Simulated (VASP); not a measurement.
An input for Ansatz (written as the equivalent of a VASP run, and not itself run):

Ansatz 0.2 input:
```yaml
crystal:
  lattice:
    - [1.8730307, -3.2441843, 0.0000000]
    - [1.8730307, 3.2441843, 0.0000000]
    - [0.0000000, 0.0000000, 6.1359096]
  atoms:
    - { symbol: Zn, position: [0.6666670, 0.3333330, 0.5000872] }
    - { symbol: Zn, position: [0.3333330, 0.6666670, 0.0000872] }
    - { symbol: S, position: [0.6666670, 0.3333330, 0.8749128] }
    - { symbol: S, position: [0.3333330, 0.6666670, 0.3749128] }
kpoints:
  mp_grid: { grid: [6, 6, 4] }
hamiltonian:
  xc: lda
  pseudopotentials: { kind: paw }
scf:
  occupations: { method: gaussian, width: 0.05 }
  max_iter: 100
relax:
  max_steps: 60
  f_tol: 0.02
  cell: {}
output: { forces: true, stress: true, eigenvalues: true }
```

Translate this input to VASP (INCAR, KPOINTS, POSCAR, choice of POTCAR).

One answer among several that fit: 
File KPOINTS:
```
Automatic mesh
0
Gamma
6 6 4
0 0 0
```

INCAR:
```
SYSTEM = ZnS
PREC = Accurate
ENCUT = 520
EDIFF = 1E-6
NELM = 100
ALGO = Normal
LREAL = .FALSE.
LASPH = .TRUE.
ISMEAR = 0
SIGMA = 0.05
LMAXMIX = 4
LWAVE = .FALSE.
LCHARG = .FALSE.
IBRION = 2
ISIF = 3
NSW = 60
EDIFFG = -0.02
```

**POSCAR**
```
ZnS
1.0
  1.8730307075  -3.2441843095   0.0000000000
  1.8730307075   3.2441843095   0.0000000000
  0.0000000000   0.0000000000   6.1359096395
Zn S
2 2
direct
  0.6666670000   0.3333330000   0.5000871920
  0.3333330000   0.6666670000   0.0000871920
  0.6666670000   0.3333330000   0.8749128080
  0.3333330000   0.6666670000   0.3749128080
```

POTCAR, in this order: Zn S (LDA.64 set). Program: vasp_std.

Limits of the translation: each code has its own PAW files, so the cut-off isn't converted (ENCUT is set for VASP's; basis.ecutwfc is left out, and Ansatz then takes the one that its files recommend); Ansatz stops its SCF on the density residual and VASP on the energy change (EDIFF); Ansatz's lda is the Perdew-Wang form, while the LDA potentials of VASP carry Perdew-Zunger's.

The compound is ZnS in the wurtzite structure, the high-temperature form. It was relaxed first, which changed the volume by -6 %. The start is the result of an earlier pass.
